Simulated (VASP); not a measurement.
Energy against volume of MgO (rock salt). Level of theory: r2SCAN meta-GGA, VASP's PBE PAW potentials (set 64) (plane waves; VASP).

| V (Å³/atom) | E (eV/atom) |
|---|---|
| 8.673 | -8.06008 |
| 8.950 | -8.07557 |
| 9.227 | -8.08068 |
| 9.503 | -8.07688 |
| 9.780 | -8.06546 |

Fit a third-order Birch-Murnaghan equation of state.

| Quantity | Value |
|---|---|
| volume per atom | 9.24 Å^3/atom |
| bulk modulus | 170 GPa |
| pressure derivative of the bulk modulus | 4.15 |
| lattice constant a | 4.197 Å |

Measured: bulk modulus 170 GPa at 0 K (computed value off by +0.3 %), as given by Daniel Mejia-Rodriguez et al., Physical Review B (2018), arXiv:1807.09216 [0 K value with the zero-point phonon effect removed]; a 4.189 Å at 0 K (computed value off by +0.2 %), as given by Daniel Mejia-Rodriguez et al., Physical Review B (2018), arXiv:1807.09216 [static lattice: zero-point anharmonic expansion removed].

The compound is MgO in the rock salt structure. It was relaxed first.
